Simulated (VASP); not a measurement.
GdN:

```
CELL_PARAMETERS angstrom
2.50500 -2.50500 0.00000
2.50500 2.50500 0.00000
0.00000 0.00000 5.01000
ATOMIC_POSITIONS crystal
Gd 0.00000 0.00000 0.00000
Gd 0.50000 0.50000 0.50000
N 0.50000 0.50000 0.00000
N 0.00000 0.00000 0.50000
```

The cell comes from a database or a generator and needn't be the stable form of this composition.

Base run:

```yaml
Program: VASP 6.6.1
Functional: PBE
Potentials_or_basis: VASP PAW PBE potentials, release 64 (Gd, N)
Cutoff: 520 eV
k_mesh: 8 × 8 × 6
Occupations: fermi-dirac, width 0.05 eV
Spin: collinear spin, antiferromagnetic start
Starting_moments: "[7.0, -7.0, 0.0, 0.0] μB"
Hubbard_terms: Gd f U = 8 eV
```

Its results: band gap on the k mesh 0.03 eV; pressure 0.2 GPa; net moment 0.00 μB per cell; site moments Gd +6.87, -6.87; N -0.04, +0.04 μB.

Problem. The run is repeated on the same cell with these changes: spin from collinear spin, antiferromagnetic start to collinear spin, ferromagnetic start; moments at the start from [7.0, -7.0, 0.0, 0.0] to [7.0, 7.0, 0.0, 0.0]. What comes out?

Solution. Band gap on the k mesh none (metal or under the smearing width); pressure 0.3 GPa; net moment 14.00 μB per cell; site moments Gd +6.88; N -0.12 μB.

Caveats: spin-orbit coupling is left out, which moves the levels of the heavy elements.

A k mesh can miss the band edges.

Not every run made on this cell is shown here.
